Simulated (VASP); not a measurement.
A run of VASP 6.6.1:

Contents of INCAR:

```
PREC = Accurate ; ENCUT = 520
EDIFF = 1E-7 ; ISMEAR = 0
SIGMA = 0.1 ; LREAL = F
LASPH = T ; NELM = 60
ALGO = Normal ; ISIF = 3
LWAVE = F ; LCHARG = F
GGA = CA ; IBRION = 2
NSW = 80 ; EDIFFG = -0.002
PSTRESS = 1875.0
```

The input KPOINTS:

```
Automatic mesh
0
Gamma
  21 21 21
```

The input POSCAR:

```
Se                                      
1.0
    1.9415504516      1.1209546927      0.9043434794
   -1.9415504516      1.1209546927      0.9043434794
    0.0000000000     -2.2419093855      0.9043434794
  Se            
     1
Direct
     0.0000000000000000    0.0000000000000000    0.0000000000000000
```

Potentials or basis: VASP PAW LDA potentials, release 64 (Se).

Run with:

```sh
$ cat potpaw_LDA.64/Se/POTCAR > POTCAR
$ mpirun -np 1 vasp_std > vasp.out
```

Hardware: 1 thread of Intel(R) Xeon(R) Platinum 8259CL CPU @ 2.50GHz (Skylake/Cascade Lake), with other jobs on the host.

Problem. Estimate the wall time of this run.

Solution. Run time: 6.5 min on 1 thread of Intel(R) Xeon(R) Platinum 8259CL CPU @ 2.50GHz (Skylake/Cascade Lake), with other jobs on the host, peak memory 0.19 GiB. Counts: scf iterations 102, k points 891, ion steps 18.
